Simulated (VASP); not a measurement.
Here is the system:

```xyz
4
Lattice="3.7610 0.0000 0.0000 -1.8805 3.2571 0.0000 0.0000 0.0000 23.1593" Properties=species:S:1:pos:R:3 pbc="T T T"
La    -0.0308     2.1757     6.9807
La     1.8783     1.0928    10.0514
La    -0.0241     2.1624    13.1110
La     1.9376     1.0832    16.1755
```

All values below come from PBE GGA, VASP's PBE PAW potentials (set 64) (plane waves; VASP 6.6.1). Numerical set-up: 300 eV cut-off, 7×7×1 Γ-centred mesh, first-order Methfessel-Paxton smearing of 0.050 eV, potentials La.

The cell holds a wide vacuum, so values per volume refer to the whole cell.

The ions are relaxed. Which structure does the run end with?

```xyz
4
Lattice="3.7610 0.0000 0.0000 -1.8805 3.2571 0.0000 0.0000 0.0000 23.1593" Properties=species:S:1:pos:R:3 pbc="T T T"
La    -0.0048     2.1802     7.0682
La     1.8673     1.0959     9.9082
La     0.0074     2.1595    13.2498
La     1.8911     1.0786    16.0924
```

How much energy does the relaxation gain?

The energy (σ→0) changes by -21.5 meV/atom, in 13 ionic steps.

The cell is a sheet with vacuum, built from a generated structure.
